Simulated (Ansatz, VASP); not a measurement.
**Cross-check of Co (Co strained to the junction's net) between VASP and Ansatz**

One calculation is typed for both programs; each brings its own data sets. How far apart do they land? The structure shown is the end of the Ansatz relaxation below.

Main program and level: Ansatz 0.2.0; plane waves, with VASP 6.6.1 beside it; single point at PBE.

### 1. The structure

The structure is hexagonal, space group P6_3/mmc (No. 194). Conventional cell: a = 2.567 Å, b = 2.567 Å, c = 3.968 Å, α = 90.00°, β = 90.00°, γ = 120.00°. Nearest to Co lie 12 Co at 2.48 to 2.57 Å.

As a file:

```cif
data_structure
_symmetry_space_group_name_H-M 'P 1'
_symmetry_Int_Tables_number 1
_cell_length_a 2.5670
_cell_length_b 2.5670
_cell_length_c 3.9685
_cell_angle_alpha 90.000
_cell_angle_beta 90.000
_cell_angle_gamma 120.000
_cell_volume 22.65
loop_
_atom_site_label
_atom_site_type_symbol
_atom_site_fract_x
_atom_site_fract_y
_atom_site_fract_z
_atom_site_occupancy
Co1 Co 0.00000 0.00000 0.00000 1
Co2 Co 0.33333 0.66667 0.50000 1
```

### 2. Ansatz: relaxation, PBE

Ansatz runs on its default PAW (the set named soft_2) files.

This run makes the geometry at which the two programs are then compared.

input.yaml reads:

```yaml
crystal:
  lattice:
    - [2.567, 0.0, 0.0]
    - [-1.2835, 2.2230872115, 0.0]
    - [0.0, 0.0, 3.942764257]
  atoms:
    - { symbol: Co, position: [0.0, 0.0, 0.0], spin: 1.7 }
    - { symbol: Co, position: [0.3333333333, 0.6666666667, 0.5], spin: 1.7 }
magnetization:
  spin_polarized: true
kpoints:
  mp_grid: { grid: [18, 18, 8] }
scf:
  occupations: { method: fermi_dirac, width: 0.1 }
  max_iter: 150
hamiltonian:
  xc: pbe
relax:
  f_tol: 0.01
  max_steps: 40
  cell: { fix: [a, b, angles] }
```

Launch:

```
$ ansatz run input.yaml --threads 4 --pin off --max-ram 12288MiB --backend cpu --events-out ev --progress --plain --runs-dir out
```

Numbers of over 12 decimals in the logs are rounded to 6 here.

Output:

```text
Engine: ansatz 0.2.0, aarch64-unknown-linux-gnu
Pseudopotentials: kind: paw
Pseudopotential: Co, paw, valence charge 17, recommended cutoff 420 eV (normal), Co.paw.azcp
Functional definition: PBE
  parameter kappa = 0.804
  parameter beta = 0.066725
  exchange = pbe_x(kappa = kappa, mu = beta*pi^2/3)
  correlation = pbe_c(beta = beta)
Crystal: 2 atoms, lattice volume = 22.500 Å³
Basis set: ecut = 420 eV, 439 PW (Γ), exchange–correlation on 36×36×54 points (8 copies of the dense FFT grid, shifted against one another)
Bands: 23, of which v1, the nominal top of the filled ones, is band 17 counted from 1 (16 counted from 0)
Symmetry: 24 space group operations
Space group: P63/mmc (ITA 194), of the structure as read, at distance tolerance 2.8e-5 Å
Magnetic group: BNS 194.263 (UNI 1493), of the structure as read, at distance tolerance 2.8e-5 Å
k-points: 185 of 2592
Non-local potential: Co, projectors of the file, l = 0: 3, l = 1: 2, l = 2: 3, l = 3: 1
PAW form: soft (Blöchl's): semilocal exchange-correlation on the pseudo side does not see the compensation charge
PAW one-centre angular grid: Co, 590 points (default); XC on 64 Gauss nodes
Initial density: superposition of atomic densities (chi_scale 0.1, normalization cell)
Starting moments: Σ|m| = 3.4 μB on 2 of 2 sites
Initial wavefunctions: pseudopotential atomic-orbital guess
Functional: x = pbe(κ = 0.804, μ = 0.219515), c = pbe(β = 0.066725)
SCF iter   1: F=—  HF=-10251.628864 eV  |F-HF|=—  |Δ(HF+E_count)|=         —  Δρ=9.67e-2 (↑3.01e-2 ↓9.67e-2)  dr2=2.08e0  dr2_m=2.34e-1  M=3.268 μB ∫|m|=3.410 μB  β_m=0.30  ethr=3.10e-3  ⟨swp⟩=5.1  Hψ=31244  notcnv=0
Mixer restart at iter 1: flushing history
preconditioner: auto → none  [metal: Δε(μ)=0.014 eV  Ē_g=8.756 eV  σ=0.100 eV  W_gap=0.03  n_scr=8 (ndim 8)  ℏωp=33.2 eV  f_vac=0.000  D(μ)=2.12/eV (n_scr^D=22)  sad-step TF]
SCF iter   2: F=—  HF=-10251.002536 eV  |F-HF|=—  |Δ(HF+E_count)|=   6.26e-1  Δρ=4.42e-2 (↑2.21e-2 ↓4.42e-2)  dr2=1.28e-1  dr2_m=2.14e-1  M=3.318 μB ∫|m|=3.502 μB  β_m=0.38  ethr=3.10e-3  ⟨swp⟩=2.6  Hψ=15953  notcnv=0  defer=31
SCF iter   3: F=—  HF=-10251.637561 eV  |F-HF|=—  |Δ(HF+E_count)|=         —  Δρ=3.19e-2 (↑3.19e-2 ↓2.28e-2)  dr2=1.03e-2  dr2_m=1.52e-1  M=3.391 μB ∫|m|=3.639 μB  β_m=0.38  ethr=3.77e-4  ⟨swp⟩=2.4  Hψ=11939  notcnv=0  defer=31
Mixer restart at iter 3: flushing history
SCF iter   4: F=—  HF=-10251.943465 eV  |F-HF|=—  |Δ(HF+E_count)|=   3.06e-1  Δρ=2.09e-2 (↑2.09e-2 ↓1.14e-2)  dr2=1.13e-2  dr2_m=5.32e-2  M=3.354 μB ∫|m|=3.630 μB  β_m=0.66  ethr=3.03e-5  ⟨swp⟩=2.2  Hψ=15892  notcnv=0  defer=31
SCF iter   5: F=—  HF=-10252.269798 eV  |F-HF|=—  |Δ(HF+E_count)|=   3.26e-1  Δρ=2.96e-3 (↑2.96e-3 ↓1.81e-3)  dr2=7.10e-4  dr2_m=5.80e-4  M=3.272 μB ∫|m|=3.606 μB  β_m=0.73  ethr=3.03e-5  ⟨swp⟩=2.1  Hψ=17635  notcnv=0  defer=31
SCF iter   6: F=—  HF=-10252.281008 eV  |F-HF|=—  |Δ(HF+E_count)|=   1.12e-2  Δρ=7.22e-3 (↑7.12e-3 ↓7.22e-3)  dr2=2.63e-2  dr2_m=8.52e-5  M=3.260 μB ∫|m|=3.602 μB  β_m=0.73  ethr=2.09e-6  ⟨swp⟩=2.0  Hψ=18451  notcnv=0  defer=36
SCF iter   7: F=—  HF=-10252.281794 eV  |F-HF|=—  |Δ(HF+E_count)|=   7.86e-4  Δρ=1.91e-3 (↑1.70e-3 ↓1.91e-3)  dr2=1.71e-3  dr2_m=1.97e-5  M=3.252 μB ∫|m|=3.599 μB  β_m=0.87  ethr=2.09e-6  ⟨swp⟩=2.1  Hψ=16581  notcnv=0  defer=31
SCF iter   8: F=—  HF=-10252.282673 eV  |F-HF|=—  |Δ(HF+E_count)|=   8.79e-4  Δρ=3.23e-4 (↑1.75e-4 ↓3.23e-4)  dr2=3.22e-5  dr2_m=1.72e-6  M=3.246 μB ∫|m|=3.596 μB  β_m=0.93  ethr=2.09e-6  ⟨swp⟩=2.7  Hψ=15530  notcnv=0  defer=31
SCF iter   9: F=—  HF=-10252.282686 eV  |F-HF|=—  |Δ(HF+E_count)|=   1.35e-5  Δρ=3.77e-5 (↑1.13e-5 ↓3.77e-5)  dr2=3.09e-7  dr2_m=5.84e-8  M=3.245 μB ∫|m|=3.596 μB  β_m=0.94  ethr=9.48e-8  ⟨swp⟩=2.0  Hψ=12914  notcnv=0  defer=31
SCF iter  10: F=—  HF=-10252.282686 eV  |F-HF|=—  |Δ(HF+E_count)|=   1.18e-7  Δρ=7.29e-6 (↑2.37e-6 ↓7.29e-6)  dr2=1.38e-8  dr2_m=1.51e-9  M=3.245 μB ∫|m|=3.596 μB  β_m=0.97  ethr=9.09e-10  ⟨swp⟩=2.1  Hψ=13481  notcnv=0  defer=31
SCF iter  11: F=-10252.282686 eV  HF=-10252.282686 eV  |F-HF|=1.24e-10  |Δ(HF+E_count)|=   1.46e-9  Δρ=6.08e-7 (↑5.21e-7 ↓6.08e-7)  dr2=1.74e-10  dr2_m=1.31e-11  M=3.245 μB ∫|m|=3.596 μB  ethr=4.05e-11  ⟨swp⟩=1.8  Hψ=25105  notcnv=0
SCF 1 converged in 11 iterations: F = -10252.282686 eV  dr2 = 1.74e-10
  greatest PAW one-centre occupation: 1.001 electrons in one spin orbital (limit 2), on the Co atom at site 1 (counted from 0), in its partial waves of l = 1
relax step   1: F+E_penalty+E_count = -10252.28268614 eV  Δ(F+E_penalty+E_count) = +0.000e0 eV  max|allowed force component| = 2.544e-17 eV/Å  Δτ_max = 0.0000 Å  P = -6.233 GPa  Ω = 22.500 Å³  fix = [a, b, alpha, beta, gamma]  reactions: a -10.619, b -10.619 GPa  (11 SCF iters, dr2 threshold 1.00e-7 eV, accepted)
[...]
relax step   2: F+E_penalty+E_count = -10252.28344837 eV  Δ(F+E_penalty+E_count) = -7.622e-4 eV  max|allowed force component| = 2.776e-17 eV/Å  Δτ_max = 0.0000 Å  P = -6.852 GPa  Ω = 22.569 Å³  energy of the carried Pulay correction = -7.565e-5 eV  fix = [a, b, alpha, beta, gamma]  reactions: a -10.948, b -10.948 GPa  (7 SCF iters, dr2 threshold 2.00e-7 eV, accepted)
[...]
relax step   3: F+E_penalty+E_count = -10252.28369347 eV  Δ(F+E_penalty+E_count) = -2.451e-4 eV  max|allowed force component| = 4.626e-18 eV/Å  Δτ_max = 0.0000 Å  P = -7.529 GPa  Ω = 22.647 Å³  energy of the carried Pulay correction = -1.601e-4 eV  fix = [a, b, alpha, beta, gamma]  reactions: a -11.306, b -11.306 GPa  (7 SCF iters, dr2 threshold 2.00e-7 eV, accepted)
[...]
relax step   4: F+E_penalty+E_count = -10252.28385757 eV  Δ(F+E_penalty+E_count) = -1.641e-4 eV  max|allowed force component| = 5.782e-19 eV/Å  Δτ_max = 0.0000 Å  P = -7.517 GPa  Ω = 22.647 Å³  fix = [a, b, alpha, beta, gamma]  reactions: a -11.300, b -11.300 GPa  stress off target by 4.98e-2 GPa on what of the cell is left free  SCF on the basis re-selected at this cell (its energy is not comparable with the rows above)  (8 SCF iters)
basis re-selected at this cell: Δ(F+E_penalty+E_count) = -1.641e-4 eV, ΔP = +0.012 GPa vs the last step (what re-selecting the basis moved, of the pressure what is left beyond the Pulay correction that the steps carried, after the strain that the cell walked since its last selection, with what the two solves' SCF thresholds leave and, on support functions, any second-order correction that the steps lacked; it is no m [...]
SCF converged after 8 iterations
Magnetization: 3.2575 μB (18.6288 up, 15.3712 down)
Absolute magnetization: 3.6132 μB (∫|ρ↑−ρ↓|, with the PAW one-centre terms)
Spin contamination: 0.0628 ħ² per cell (⟨S²⟩ above its minimum at these occupations)
Per-site moments (μB) at R_I (Å): [(1.711289, 1.021611), (1.711289, 1.021611)]
Free energy (F): -10252.283858 eV
Harris-Foulkes:  -10252.283858 eV  (|F-HF|=1.82e-12)
Internal energy: -10252.220184 eV  (E = F + TS)
E sigma→0 (E₀):  -10252.252021 eV
Entropy (-TS):   -0.063674 eV (-31.837 meV/atom)
Fermi energy:    17.752362 eV
--- Per-component energies (eV) ---
  E_band       = -517.699412
  E_kinetic    = 904.858778
  E_local      = -5791.400160  (includes V_loc(G=0)·N_el)
  E_nonlocal   = 908.813288
  E_hartree    = 2423.031880
  E_xc         = -317.069750
  E_vxc        = -409.088697  (∫ρ·V_xc dr)
  E_paw        = -3030.322556  (= ΣΔE_a)
  E_vpaw       = -976.946637  (= ΣTr[D̂ρ^β])
  E_aug_tail   = 0.000145  (compensation charges beyond the density's cutoff)
  E_ewald      = -5350.131809
  E_smearing   = -0.063674  (= −TS)
  E_closure    = -0.000000  (closes the sum)
  Σ components = -10252.283858   (vs F -10252.283858, Δ=0.00e0)
--- Forces (eV/Å), atoms counted from 1 ---
  atom   1  Co    -0.00000000     0.00000000     0.00000000
  atom   2  Co    -0.00000000     0.00000000     0.00000000
  max |Σ_I F_I| component: 3.47e-18 eV/Å
--- Stress (GPa, compression-positive) ---
      -11.300278       0.000000       0.000000
       -0.000000     -11.300278       0.000000
        0.000000       0.000000       0.049761
  P = ⅓ Tr σ = -7.5169 GPa (-75.169 kbar)
--- Relaxed structure (3 steps of the walk, 3 accepted, 1 SCFs on fresh bases) ---
  F+E_penalty+E_count = -10252.28385757 eV   max|allowed force component| = 5.782e-19 eV/Å   (the final SCF, on the basis selected at the relaxed cell)
  cell:  # Å, volume = 22.6468 Å³
    - [2.567000, 0, 0]
    - [-1.283500, 2.223087, 0]
    - [0, 0, 3.968485]
  atoms:
    - { symbol: Co, position: [9.251858539620032e-18, -5.0885221963063393e-17, 0] }
    - { symbol: Co, position: [0.333333, 0.666667, 0.500000] }
```

The column dr2 measures how far the density is from self-consistency, as an energy; F and HF (Harris–Foulkes) agree once it is small.

### 3. VASP: single point, PBE

The same cell, functional, mesh and smearing now go to VASP, with its own data sets.

Lines of VASP's logs that name or quote its potential files are left out, and so is its time.

INCAR reads:

```
SYSTEM = Co
PREC = Accurate
ENCUT = 600
EDIFF = 1E-06
NELM = 200
ISMEAR = -1
SIGMA = 0.1
LREAL = .FALSE.
ALGO = Normal
GGA = PE
NBANDS = 18
ISPIN = 2
MAGMOM = 1.71 1.71
LASPH = .TRUE.
LMAXMIX = 4
LORBIT = 11
LWAVE = .FALSE.
LCHARG = .FALSE.
ISIF = 2
GGA_COMPAT = .FALSE.
KPAR = 2
```

POSCAR reads:

```
Co
1.0
    2.5670000000      0.0000000000      0.0000000000
   -1.2835000000      2.2230872115      0.0000000000
    0.0000000000      0.0000000000      3.9684852867
Co
2
Direct
    0.0000000000      1.0000000000      0.0000000000
    0.3333333334      0.6666666666      0.5000000000
```

KPOINTS reads:

```
Automatic mesh
0
Gamma
18 18 8
0 0 0
```

The projector-augmented-wave data sets are Co (PBE family, release 64).

Launch:

```
$ mpirun -np 2 vasp_std
```

Output:

```text
[banner, memory and clock lines left out]
running    2 mpi-ranks, on    1 nodes
 distrk:  each k-point on    1 cores,    2 groups
 distr:  one band on    1 cores,    1 groups

 POSCAR found type information on POSCAR Co
 POSCAR found :  1 types and       2 ions
 LDA part: xc-table for (Slater+PW92), standard interpolation
 POSCAR, INCAR and KPOINTS ok, starting setup
 FFT: planning ... GRIDC
 FFT: planning ... GRID_SOFT
 FFT: planning ... GRID
 WAVECAR not read
 entering main loop
       N       E                     dE             d eps       ncg     rms          rms(c)
DAV:   1     0.912621232987E+02    0.91262E+02   -0.84451E+03 13768   0.141E+03
DAV:   2    -0.121462410016E+02   -0.10341E+03   -0.94098E+02 13372   0.242E+02
DAV:   3    -0.161260485800E+02   -0.39798E+01   -0.38314E+01 14748   0.613E+01
DAV:   4    -0.161943181622E+02   -0.68270E-01   -0.68206E-01 17390   0.663E+00
DAV:   5    -0.161958455952E+02   -0.15274E-02   -0.15273E-02 15388   0.878E-01    0.142E+01
DAV:   6    -0.145676369208E+02    0.16282E+01   -0.98118E+00 14282   0.647E+01    0.778E+00
DAV:   7    -0.140754146262E+02    0.49222E+00   -0.16425E+00 15014   0.246E+01    0.365E+00
DAV:   8    -0.140630335428E+02    0.12381E-01   -0.20427E-02 17376   0.144E+00    0.176E+00
DAV:   9    -0.140484381811E+02    0.14595E-01   -0.42028E-03 20592   0.108E+00    0.579E-01
DAV:  10    -0.140485605887E+02   -0.12241E-03   -0.46070E-04 17370   0.274E-01    0.340E-01
DAV:  11    -0.140485754056E+02   -0.14817E-04   -0.40280E-04 18660   0.329E-01    0.297E-02
DAV:  12    -0.140485738880E+02    0.15176E-05   -0.27902E-05 14084   0.482E-02    0.170E-02
DAV:  13    -0.140485719257E+02    0.19623E-05   -0.24885E-06 12888   0.216E-02    0.119E-02
DAV:  14    -0.140485722033E+02   -0.27766E-06   -0.10367E-06  9786   0.102E-02
   1 F= -.14048572E+02 E0= -.14016268E+02  d E =-.646092E-01  mag=     3.2400
```

Parts of OUTCAR (step 3):

```text
ion  position               nearest neighbor table
   1  0.000  0.000  0.000-   2 2.48   2 2.48   2 2.48   2 2.48   2 2.48   2 2.48
   2  0.333  0.667  0.500-   1 2.48   1 2.48   1 2.48   1 2.48   1 2.48   1 2.48

  LATTYP: Found a hexagonal cell.
 ALAT       =     2.5670000000
 C/A-ratio  =     1.5459623244

 Subroutine GETGRP returns: Found 24 space group operations
 (whereof 12 operations were pure point group operations)

The static configuration has the point symmetry D_3h.
 The point group associated with its full space group is D_6h.

 Found    185 irreducible k-points:

   k-points           NKPTS =    185   k-points in BZ     NKDIM =    185   number of bands    NBANDS=     18

   dimension x,y,z NGX =    24 NGY =   24 NGZ =   32
   dimension x,y,z NGXF=    48 NGYF=   48 NGZF=   64

   ENCUT  =  600.0 eV  44.10 Ry    6.64 a.u.   5.13  5.13  7.93*2*pi/ulx,y,z

   NELECT =      18.0000    total number of electrons

 k-points in reciprocal lattice and weights: Automatic mesh
   0.00000000  0.00000000  0.00000000       0.000
   0.05555556  0.00000000  0.00000000       0.002
   0.11111111  0.00000000  0.00000000       0.002
   0.16666667  0.00000000  0.00000000       0.002
   0.22222222 -0.00000000  0.00000000       0.002
   0.27777778  0.00000000  0.00000000       0.002
   0.33333333  0.00000000  0.00000000       0.002
   0.38888889  0.00000000  0.00000000       0.002
   0.44444444 -0.00000000  0.00000000       0.002
[...]
0.33333333  0.27777778  0.50000000       0.005
   0.33333333  0.33333333  0.50000000       0.001

 average (electrostatic) potential at core
       1 -78.8547       2 -78.8547

 E-fermi :   9.6575

 spin component 1
 k-point     1 :       0.0000    0.0000    0.0000
  band No.  band energies     occupation
    ...
      7       7.4467      1.00000
      8       7.6197      1.00000
      9       7.6197      1.00000
     10       8.8145      0.99978
     11       8.8145      0.99978
     12      10.1219      0.00952
     13      16.3069      0.00000
     14      30.6959      0.00000
     15      32.4703      0.00000
     16      32.4703      0.00000
    ...

 k-point     2 :       0.0556    0.0000    0.0000
  band No.  band energies     occupation
    ...
      7       7.4856      1.00000
      8       7.5761      1.00000
      9       7.5892      1.00000
     10       8.4810      0.99999
     11       8.8297      0.99975
     12      10.5761      0.00010
     13      16.3266      0.00000
     14      29.7321      0.00000
     15      31.2735      0.00000
     16      31.3146      0.00000
    ...

 k-point     3 :       0.1111    0.0000    0.0000
  band No.  band energies     occupation
    ...
      7       7.5059      1.00000
      8       7.5531      1.00000
      9       7.5988      1.00000
     10       8.0194      1.00000
     11       8.8690      0.99962
     12      11.4524      0.00000
     13      16.3897      0.00000
     14      27.3615      0.00000
     15      29.7490      0.00000
     16      30.6435      0.00000
    ...

 k-point     4 :       0.1667    0.0000    0.0000
  band No.  band energies     occupation
    ...
      7       7.4951      1.00000
      8       7.7332      1.00000
      9       7.7715      1.00000
     10       7.7762      1.00000
     11       8.9197      0.99938
     12      12.4801      0.00000
     13      16.5059      0.00000
     14      24.8537      0.00000
     15      28.2657      0.00000
     16      30.1196      0.00000
    ...

 k-point     5 :       0.2222   -0.0000    0.0000
  band No.  band energies     occupation
    ...
      7       7.6417      1.00000
      8       7.7612      1.00000
      9       7.9604      1.00000
     10       8.0015      1.00000
     11       8.9702      0.99897
     12      13.6084      0.00000
     13      16.6808      0.00000
     14      22.4408      0.00000
     15      26.9162      0.00000
     16      29.5147      0.00000
    ...

 k-point     6 :       0.2778    0.0000    0.0000
  band No.  band energies     occupation
    ...
      7       7.5437      1.00000
      8       8.0561      1.00000
      9       8.2532      1.00000
     10       8.2604      1.00000
     11       9.0139      0.99840
     12      14.8186      0.00000
     13      16.8602      0.00000
     14      20.2606      0.00000
     15      25.7317      0.00000
     16      28.2709      0.00000
    ...

  Total       -1.6622416     -1.6622416     -0.1273098     -0.0000000      0.0000000      0.0000000
  in kB     -117.5973644   -117.5973644     -9.0066933     -0.0000000      0.0000000      0.0000000
  external PRESSURE =     -81.4004740 kB  Pullay stress =       0.0000000 kB

  energy-cutoff  :      600.00
  volume of cell :       22.65
      direct lattice vectors                 reciprocal lattice vectors
     2.567000000  0.000000000  0.000000000     0.389559797  0.224912454  0.000000000
    -1.283500000  2.223087212  0.000000000     0.000000000  0.449824908  0.000000000
     0.000000000  0.000000000  3.968485287     0.000000000  0.000000000  0.251985311

 POSITION                                       TOTAL-FORCE (eV/Angst)
 -----------------------------------------------------------------------------------
      0.00000      0.00000      0.00000        -0.000000      0.000000      0.000000
      0.00000      1.48206      1.98424         0.000000      0.000000      0.000000
 -----------------------------------------------------------------------------------
    total drift:                                0.000000     -0.000000      0.000000

  FREE ENERGIE OF THE ION-ELECTRON SYSTEM (eV)
  ---------------------------------------------------
  free  energy   TOTEN  =       -14.0485722033 eV

  energy  without entropy=      -13.9839630321  energy(sigma->0) =      -14.01626762

 total charge
# of ion       s       p       d       tot
------------------------------------------
    1        0.472   0.484   7.241   8.197
    2        0.472   0.484   7.241   8.197
--------------------------------------------------
tot          0.943   0.969  14.483  16.395

 magnetization (x)
# of ion       s       p       d       tot
------------------------------------------
    1       -0.015  -0.054   1.717   1.648
    2       -0.015  -0.054   1.717   1.648
--------------------------------------------------
tot         -0.030  -0.107   3.434   3.297

[... 6 further parts left out ...]
```

The magnetic state follows from one typed start and may not be the lowest.

### 4. Comparison

Known differences besides the potentials themselves: VASP starts from the moments at which Ansatz ended; the data sets hold 34 valence electrons in Ansatz (on its default PAW (the set named soft_2) files) and 18 in VASP; the cutoff is 420 eV in Ansatz and 600 eV in VASP; Ansatz's pressure holds a Pulay correction, VASP's none; site moments are counted in spheres of each program's own size. Total energies have different zeros and are not compared.

Both answers:

| quantity | Ansatz | VASP | difference |
| --- | --- | --- | --- |
| pressure (GPa) | -7.52 | -8.14 | +0.62 |
| total moment (μB) | 3.26 | 3.24 | +0.02 |
| moment on Co1 (μB) | 1.71 | 1.65 | +0.06 |
| moment on Co2 (μB) | 1.71 | 1.65 | +0.06 |

### 5. Results

```yaml
difference_in_total_moment_single_point_pbe: 0.018 μB
difference_in_pressure_single_point_pbe: 0.62 GPa
```

The difference in pressure is 0.62 GPa (single point, PBE), within the 1 GPa picked in this series as the mark of a large difference. The data sets hold unlike numbers of valence electrons (34 in Ansatz and 18 in VASP), so part of the differences comes from the potentials. Such differences can come from data sets, numerical settings and the points named under the comparisons, not from the functional's error against experiment.

[Lines on the potential files, build, host, timing and source positions are cut from VASP's logs without a mark.]

[Logs are printed without paths, hosts, clocks, repeated set-up lines and the standing remarks that a program may print on its own settings, such as how far it seeks lower states.]

[Hosts, paths, dates, database ids (printed as entryN), source tags and the programs' standing remarks are cut or masked in the printed files.]
